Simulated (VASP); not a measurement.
Y:

```
CELL_PARAMETERS angstrom
3.64257 0.00000 0.00000
-1.82128 3.15456 0.00000
0.00000 0.00000 5.87916
ATOMIC_POSITIONS crystal
Y 0.33333 0.66667 0.25000
Y 0.66667 0.33333 0.75000
```

```yaml
Program: VASP 6.6.1
Task: relaxation of cell and atoms
Functional: PBEsol
Potentials_or_basis: VASP PAW PBE potentials, release 64 (Y_sv)
Cutoff: 300 eV
k_mesh: 15 × 15 × 8
Occupations: gaussian, width 0.1 eV
Spin: no spin polarisation
```

At the start: pressure -3.1 GPa; volume 33.78 Å³/atom.

Task: Where does the relaxation end?

Result: Over 9 steps the energy falls by 33.7 meV/atom and the volume is 31.11 Å³/atom (-7.9 %); space group P6_3/mmc (No. 194, to 0.05 Å).

Step by step:
```csv
step,energy change (eV),largest force (eV/Å),pressure (GPa),volume (Å³)
1,0.0000,0.0000,-3.14,67.56
2,-0.0633,0.0000,0.66,61.27
3,-0.0644,0.0000,0.18,61.93
4,-0.0668,0.0000,0.10,62.08
5,-0.0674,0.0000,0.03,62.19
6,-0.0674,0.0000,0.04,62.19
7,-0.0674,0.0000,0.04,62.18
8,-0.0674,0.0000,-0.01,62.26
9,-0.0674,0.0000,0.00,62.23
```

Final structure:
```xyz
2
Lattice="3.5902 0.0000 0.0000 -1.7951 3.1092 0.0000 0.0000 0.0000 5.5747" Properties=species:S:1:pos:R:3 pbc="T T T"
Y     0.0000    2.0728    1.3937
Y     1.7951    1.0364    4.1810
```

Caveat: the PAW data sets were made with another functional, which shifts forces and pressure a little.
